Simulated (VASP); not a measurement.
Computed with PBE GGA with D4 dispersion, VASP's PBE PAW potentials (set 64) (plane waves; VASP).

The input files of a VASP run:

File KPOINTS:
```
Automatic mesh
0
Gamma
13 13 7
0 0 0
```

POSCAR:
```
Hf
1
    1.6086489676    -2.7862617051     0.0000000000
    1.6086489676     2.7862617051     0.0000000000
    0.0000000000     0.0000000000     5.0894110262
Hf
2
Direct
  0.3333330000   0.6666670000   0.2500000000
  0.6666670000   0.3333330000   0.7500000000
```

### INCAR
```
# general
SYSTEM  = Hf
PREC    = Accurate
ENCUT   = 520   # plane-wave cut-off (eV)
LREAL   = .False.   # projection in real space or not
LASPH   = .True.   # aspherical one-centre terms

# electronic loop
EDIFF   = 1E-7
NELM    = 100   # most electronic steps
ALGO    = Normal
LMAXMIX = 6   # l cut-off of mixed one-centre charges

# smearing
ISMEAR  = 1
SIGMA   = 0.1

# functional
GGA     = PE
IVDW    = 13   # D4

# ions
IBRION  = 2   # conjugate gradients
NSW     = 30   # most ionic steps
ISIF    = 4
EDIFFG  = -0.01

# output
LWAVE   = .False.
LCHARG  = .False.
```

POTCAR, in this order: Hf_pv (PBE.64 set). Program: vasp_std.

The resulting files:

OUTCAR:
```
 ion  position               nearest neighbor table
   1  0.333  0.667  0.250-   2 3.15   2 3.15   2 3.15   2 3.15   2 3.15   2 3.15
   2  0.667  0.333  0.750-   1 3.15   1 3.15   1 3.15   1 3.15   1 3.15   1 3.15
  LATTYP: Found a hexagonal cell.
 ALAT       =     3.2172979020
 C/A-ratio  =     1.5818898906
 Subroutine PRICEL returns:
 Original cell was already a primitive cell.
 Subroutine GETGRP returns: Found 24 space group operations
The static configuration has the point symmetry D_3d.
 The point group associated with its full space group is D_6h.
The dynamic configuration has the point symmetry D_3d.
 Subroutine INISYM returns: Found 24 space group operations
 Subroutine IBZKPT returns following result:
 Found     84 irreducible k-points:

 Following reciprocal coordinates:
            Coordinates               Weight
  0.000000  0.000000  0.000000      1.000000
  0.076923  0.000000  0.000000      6.000000
  0.153846  0.000000  0.000000      6.000000
  0.230769  0.000000  0.000000      6.000000
  0.307692  0.000000  0.000000      6.000000
  0.384615  0.000000  0.000000      6.000000
  0.461538  0.000000  0.000000      6.000000
  0.076923  0.076923  0.000000      6.000000
  0.153846  0.076923  0.000000     12.000000
  0.230769  0.076923  0.000000     12.000000
  0.307692  0.076923  0.000000     12.000000
  0.384615  0.076923  0.000000     12.000000
  0.461538  0.076923  0.000000      6.000000
  0.153846  0.153846  0.000000      6.000000
  0.230769  0.153846  0.000000     12.000000
  0.307692  0.153846  0.000000     12.000000
  0.384615  0.153846  0.000000     12.000000
  0.230769  0.230769  0.000000      6.000000
  0.307692  0.230769  0.000000     12.000000
  0.384615  0.230769  0.000000      6.000000
  0.307692  0.307692  0.000000      6.000000
  0.000000  0.000000  0.142857      2.000000
  0.076923  0.000000  0.142857     12.000000
  0.153846  0.000000  0.142857     12.000000
  0.230769  0.000000  0.142857     12.000000
  0.307692  0.000000  0.142857     12.000000
  0.384615  0.000000  0.142857     12.000000
  0.461538  0.000000  0.142857     12.000000
  0.076923  0.076923  0.142857     12.000000
  0.153846  0.076923  0.142857     24.000000
  0.230769  0.076923  0.142857     24.000000
  0.307692  0.076923  0.142857     24.000000
  0.384615  0.076923  0.142857     24.000000
  0.461538  0.076923  0.142857     12.000000
  0.153846  0.153846  0.142857     12.000000
  0.230769  0.153846  0.142857     24.000000
  0.307692  0.153846  0.142857     24.000000
  0.384615  0.153846  0.142857     24.000000
  0.230769  0.230769  0.142857     12.000000
  0.307692  0.230769  0.142857     24.000000
   k-points           NKPTS =     84   k-points in BZ     NKDIM =     84   number of bands    NBANDS=     14
   number of dos      NEDOS =    301   number of ions     NIONS =      2
   total plane-waves  NPLWV =  23040
   dimension x,y,z NGX =    24 NGY =   24 NGZ =   40
   dimension x,y,z NGXF=    48 NGYF=   48 NGZF=   80
   ions per type =               2
   PREC   = accura    normal or accurate (medium, high low for compatibility)
   ISTART =      0    job   : 0-new  1-cont  2-samecut
   ICHARG =      2    charge: 1-file 2-atom 10-const
   ISPIN  =      1    spin polarized calculation?
   LNONCOLLINEAR =      F non collinear calculations
   LSORBIT =      F    spin-orbit coupling
   INIWAV =      1    electr: 0-lowe 1-rand  2-diag
   ENCUT  =  520.0 eV  38.22 Ry    6.18 a.u.   5.98  5.98  9.46*2*pi/ulx,y,z
   NELM   =    100;   NELMIN=  2; NELMDL= -5     # of ELM steps
   EDIFF  = 0.1E-06   stopping-criterion for ELM
   LREAL  =      F    real-space projection
...
```

### OSZICAR
```
       N       E                     dE             d eps       ncg     rms          rms(c)
DAV:   1     0.457001506920E+02    0.45700E+02   -0.11724E+04  2360   0.135E+03
DAV:   2    -0.186415859602E+02   -0.64342E+02   -0.63219E+02  2970   0.265E+02
DAV:   3    -0.205680912505E+02   -0.19265E+01   -0.18551E+01  3186   0.304E+01
DAV:   4    -0.205862165018E+02   -0.18125E-01   -0.18120E-01  2724   0.370E+00
DAV:   5    -0.205865252002E+02   -0.30870E-03   -0.30866E-03  3254   0.381E-01    0.643E+01
DAV:   6    -0.200440183199E+02    0.54251E+00   -0.53193E-01  2526   0.559E+00    0.381E+01
DAV:   7    -0.198563173167E+02    0.18770E+00   -0.89160E-01  2540   0.692E+00    0.197E+00
DAV:   8    -0.198457543819E+02    0.10563E-01   -0.60441E-02  2550   0.187E+00    0.303E-01
DAV:   9    -0.198458519844E+02   -0.97602E-04   -0.12565E-03  3324   0.285E-01    0.216E-01
DAV:  10    -0.198458391224E+02    0.12862E-04   -0.66560E-05  2694   0.649E-02    0.304E-01
DAV:  11    -0.198458411304E+02   -0.20081E-05   -0.92727E-06  3090   0.255E-02    0.135E-02
DAV:  12    -0.198458414443E+02   -0.31382E-06   -0.65250E-07  3144   0.614E-03    0.982E-03
DAV:  13    -0.198458412643E+02    0.17995E-06   -0.31863E-08  1992   0.160E-03    0.313E-03
DAV:  14    -0.198458411992E+02    0.65123E-07   -0.47329E-09  1692   0.714E-04
   1 F= -.20256241E+02 E0= -.20256137E+02  d E =-.202562E+02
       N       E                     dE             d eps       ncg     rms          rms(c)
DAV:   1    -0.198465832824E+02   -0.74202E-03   -0.39555E-02  2400   0.165E+00    0.174E-01
DAV:   2    -0.198461506351E+02    0.43265E-03   -0.62254E-04  3102   0.198E-01    0.782E-02
DAV:   3    -0.198460120698E+02    0.13857E-03   -0.15913E-04  3168   0.887E-02    0.669E-02
DAV:   4    -0.198459898907E+02    0.22179E-04   -0.55249E-05  3346   0.534E-02    0.300E-02
DAV:   5    -0.198459902522E+02   -0.36149E-06   -0.32914E-06  2946   0.136E-02    0.261E-03
DAV:   6    -0.198459902701E+02   -0.17827E-07   -0.68073E-08  1796   0.205E-03
   2 F= -.20256393E+02 E0= -.20256328E+02  d E =-.152403E-03
```

### OUTCAR
```
------------------------ aborting loop because EDIFF is reached ----------------------------------------
  Edisp (eV):   -0.41040
  FORCE on cell =-STRESS in cart. coord.  units (eV):
  Direction    XX          YY          ZZ          XY          YZ          ZX
  --------------------------------------------------------------------------------------
  Total      -0.88311    -0.88311    -0.89955     0.00000     0.00000    -0.00000
  in kB     -31.01316   -31.01316   -31.59043     0.00000     0.00000    -0.00000
  external pressure =      -31.21 kB  Pullay stress =        0.00 kB
  volume of cell :       45.62
      direct lattice vectors                 reciprocal lattice vectors
     1.610318413 -2.789153271 -0.000000000     0.310497598 -0.179265874  0.000000000
     1.610318413  2.789153271 -0.000000000     0.310497598  0.179265874  0.000000000
    -0.000000000  0.000000000  5.078863929     0.000000000  0.000000000  0.196894426
 POSITION                                       TOTAL-FORCE (eV/Angst)
 -----------------------------------------------------------------------------------
      1.61032      0.92972      1.26972         0.000000      0.000000      0.000000
      1.61032     -0.92972      3.80915        -0.000000      0.000000      0.000000
 -----------------------------------------------------------------------------------
    total drift:                               -0.000006      0.000186     -0.000016
  FREE ENERGIE OF THE ION-ELECTRON SYSTEM (eV)
  ---------------------------------------------------
  free  energy   TOTEN  =       -20.2563929444 eV

  energy  without entropy=      -20.2561984679  energy(sigma->0) =      -20.25632812

 reached required accuracy - stopping structural energy minimisation
```
(Selected blocks of OUTCAR.)

**CONTCAR**
```
Hf
   1.00000000000000
     1.6103184131055219   -2.7891532710659019   -0.0000000000000000
     1.6103184131055219    2.7891532710659019   -0.0000000000000000
    -0.0000000000000000    0.0000000000000000    5.0788639289764204
  Hf
     2
Direct
     0.3333330000000032    0.6666669999999968    0.2500000000000000
     0.6666669999999968    0.3333330000000032    0.7500000000000000
```

The compound is Hf in the hcp structure. This cell is one point of a volume scan, at 1.03 of the reference volume. Symmetry was kept, so distortions that lower it aren't found.
